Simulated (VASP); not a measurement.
Level of theory: PBEsol GGA, VASP's PBE PAW potentials (set 64) (plane waves; VASP).

VASP input:

KPOINTS:
```
Automatic mesh
0
Gamma
8 8 2
0 0 0
```

INCAR:
```
SYSTEM = Ga2As4B2
PREC = Accurate
ENCUT = 520
EDIFF = 1E-7
NELM = 100
ALGO = Normal
LREAL = .FALSE.
LASPH = .TRUE.
ISMEAR = -5
GGA = PS
LMAXMIX = 4
LWAVE = .FALSE.
LCHARG = .TRUE.
LORBIT = 11
NEDOS = 601
ISIF = 2
LEFG = .TRUE.
```

POSCAR:
```
Ga2As4B2
1.0
  0.0000000000   2.6049007466   2.6049007466
  2.6049007466   0.0000000000   2.6049007466
 10.5354734559  10.5354734559  -0.1158704695
Ga As B
2 4 2
direct
  0.0204434822   0.0204434822   0.9846673883
  0.9834076212   0.9834076212   0.2624442842
  0.2460157558   0.2460157558   0.0654881832
  0.2095437027   0.2095437027   0.3428422230
  0.2478395008   0.2478395008   0.5641203744
  0.2862672080   0.2862672080   0.7852995939
  0.9842568949   0.9842568949   0.5118073288
  0.0222258345   0.0222258345   0.7333306242
```

POTCAR, in this order: Ga_d As B (PBE.64 set). Program: vasp_std.

Question: What will the output report for the number of irreducible k-points (NKPTS), number of bands (NBANDS), largest plane-wave count, number of space-group operations, FFT grid (NGX, NGY, NGZ)?

Answer: 
```json
{
 "number of irreducible k-points (NKPTS)": "20",
 "number of bands (NBANDS)": "31",
 "largest_plane_wave_count": "3894",
 "number_of_space_group_operations": "6",
 "FFT grid (NGX, NGY, NGZ)": "28 × 28 × 112"
}
```

The structure was generated: Ga2As4B2 was put into an ordered model structure (R3m), which need not be its known phase. It was relaxed first.
